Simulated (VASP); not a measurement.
All values below come from HSE06 screened hybrid, VASP's PBE PAW potentials (set 64) (plane waves; VASP 6.6.1).

Input for VASP

POSCAR:
```
SrCl2
3.5424420
  0.0000000000   1.0000000000   1.0000000000
  1.0000000000   0.0000000000   1.0000000000
  1.0000000000   1.0000000000   0.0000000000
Sr Cl
1 2
Direct
  0.0000000000   0.0000000000   0.0000000000
  0.7500000000   0.7500000000   0.7500000000
  0.2500000000   0.2500000000   0.2500000000
```

### INCAR
```
AEXX  =  0.25
ALGO  =  Normal
EDIFF  =  1E-6
ENCUT  =  300
GGA  =  PE
HFSCREEN  =  0.2
ISIF  =  2
ISMEAR  =  0
ISYM  =  3
LASPH  =  T
LCHARG  =  F
LHFCALC  =  T
LMAXMIX  =  4
LREAL  =  F
LWAVE  =  F
NELM  =  100
PREC  =  Accurate
PRECFOCK  =  Fast
SIGMA  =  0.01
SYSTEM  =  SrCl2
```

KPOINTS:
```
kpoints
0
G
 4 4 4
0.5 0.5 0.5
```

POTCAR, in this order: Sr_sv Cl (PBE.64 set). Program: vasp_std.

What will the output report for the number of irreducible k-points (NKPTS), largest plane-wave count, number of space-group operations, FFT grid (NGX, NGY, NGZ)?

* **number of irreducible k-points (NKPTS)**: 10
* **largest plane-wave count**: 1058
* **number of space-group operations**: 48
* **FFT grid (NGX, NGY, NGZ)**: 28 × 28 × 28

The structure comes from a computed database's SrCl2 entry; how it stands against other phases isn't given here. The cell was not relaxed at this level.
